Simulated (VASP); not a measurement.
Energy against volume of TiAl (L1_0). Computed with optB88-vdW, VASP's PBE PAW potentials (set 64) (plane waves; VASP). Settings: 520 eV cut-off, 13×13×9 Γ-centred mesh, first-order Methfessel-Paxton smearing of 0.10 eV, potentials Ti_sv Al.

Shape and ions are relaxed at each volume.

```csv
V (Å³/atom),E (eV/atom)
15.651,-3.93462
16.136,-3.93996
16.620,-3.93498
17.104,-3.92113
```

Fit these four points and predict the energy of the run at 15.167 Å³/atom.

A cubic in V^(−2/3), the third-order Birch-Murnaghan form, passes through the four points with V0 = 16.13 Å³/atom and B0 = 114 GPa, and gives -3.9173 eV/atom there. The run gave -3.9173 eV/atom, -0.0 meV/atom from the fit; all five points give B0 = 114 GPa.

The compound is TiAl in the L1_0 structure. It was relaxed first.
